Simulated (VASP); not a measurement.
Set up this calculation in VASP 6.6.1, as the native input.

```
Task                   : band structure
Functional             : PBE
Potentials or basis    : VASP PAW PBE potentials, release 64 (Li_sv, Ge_d, N)
Cutoff                 : 520 eV
k mesh                 : 12 × 12 × 4
Occupations            : gaussian, width 0.1 eV
Spin                   : no spin polarisation
Further INCAR settings : ALGO = Normal; EDIFF = 1e-06; NBANDS = 47
```

Crystal: LiGe4N3.

```
CELL_PARAMETERS angstrom
3.06662 0.00000 0.00000
-1.53331 2.65577 0.00000
0.00000 0.00000 13.01840
ATOMIC_POSITIONS crystal
Li 0.00000 0.00000 0.00000
Ge 0.66667 0.33333 0.18518
Ge 0.33333 0.66667 0.81483
Ge 0.66667 0.33333 0.60449
Ge 0.33333 0.66667 0.39551
N 0.33333 0.66667 0.11312
N 0.66667 0.33333 0.88688
N 0.00000 0.00000 0.50000
```

The cell was built by a generator and needn't be a form met in nature.

These files were run (other wordings do the same):

POSCAR

```
LiGe4N3
1.0
    3.0666200000      0.0000000000      0.0000000000
   -1.5333100000      2.6557710000      0.0000000000
    0.0000000000      0.0000000000     13.0184000000
Li Ge N
1 4 3
Direct
    0.0000000000      0.0000000000      0.0000000000
    0.6666670000      0.3333330000      0.1851750000
    0.3333330000      0.6666670000      0.8148250000
    0.6666670000      0.3333330000      0.6044940000
    0.3333330000      0.6666670000      0.3955060000
    0.3333330000      0.6666670000      0.1131200000
    0.6666670000      0.3333330000      0.8868800000
    0.0000000000      0.0000000000      0.5000000000
```

INCAR.step1

```
SYSTEM = LiGe4N3
ALGO = Normal
EDIFF = 1E-6
ENCUT = 520
GGA = PE
ISIF = 2
ISMEAR = 0
KPAR = 2
LASPH = .True.
LCHARG = .True.
LREAL = .False.
LWAVE = .False.
NBANDS = 47
NELM = 100
PREC = Accurate
SIGMA = 0.1
```

KPOINTS.step1

```
k-points
0
Gamma
  12 12 4
  0 0 0
```

INCAR.step2

```
SYSTEM = LiGe4N3
ALGO = Normal
EDIFF = 1E-6
ENCUT = 520
GGA = PE
ICHARG = 11
ISIF = 2
ISMEAR = 0
KPAR = 2
LASPH = .True.
LCHARG = .False.
LREAL = .False.
LWAVE = .False.
NBANDS = 47
NELM = 100
PREC = Accurate
SIGMA = 0.05
```

KPOINTS.step2

```
path GMKGALHA,LM,KH
10
line-mode
reciprocal
 0.0000000000  0.0000000000  0.0000000000  G
 0.5000000000  0.0000000000  0.0000000000  M

 0.5000000000  0.0000000000  0.0000000000  M
 0.3333333333  0.3333333333  0.0000000000  K

 0.3333333333  0.3333333333  0.0000000000  K
 0.0000000000  0.0000000000  0.0000000000  G

 0.0000000000  0.0000000000  0.0000000000  G
 0.0000000000  0.0000000000  0.5000000000  A

 0.0000000000  0.0000000000  0.5000000000  A
 0.5000000000  0.0000000000  0.5000000000  L

 0.5000000000  0.0000000000  0.5000000000  L
 0.3333333333  0.3333333333  0.5000000000  H

 0.3333333333  0.3333333333  0.5000000000  H
 0.0000000000  0.0000000000  0.5000000000  A

 0.5000000000  0.0000000000  0.5000000000  L
 0.5000000000  0.0000000000  0.0000000000  M

 0.3333333333  0.3333333333  0.0000000000  K
 0.3333333333  0.3333333333  0.5000000000  H
```

Potentials or basis: VASP PAW PBE potentials, release 64 (Li_sv, Ge_d, N).

Run with:

```console
$ cat potpaw_PBE.64/Li_sv/POTCAR potpaw_PBE.64/Ge_d/POTCAR potpaw_PBE.64/N/POTCAR > POTCAR
$ cp INCAR.step1 INCAR
$ cp KPOINTS.step1 KPOINTS
$ mpirun -np 2 vasp_std > vasp.out
$ cp INCAR.step2 INCAR
$ cp KPOINTS.step2 KPOINTS
$ mpirun -np 2 vasp_std > vasp.out
```

Results of the run:

* Band gap along the path: none (metal or under the smearing width)

Caveat: the log is that of the step along the path at fixed density, whose energy, stress, charges and moments have no meaning.

Wall time 7.1 min on 2 MPI ranks on AMD EPYC 7R13 Processor (Zen 3), on a shared host, peak memory 0.41 GiB a rank.
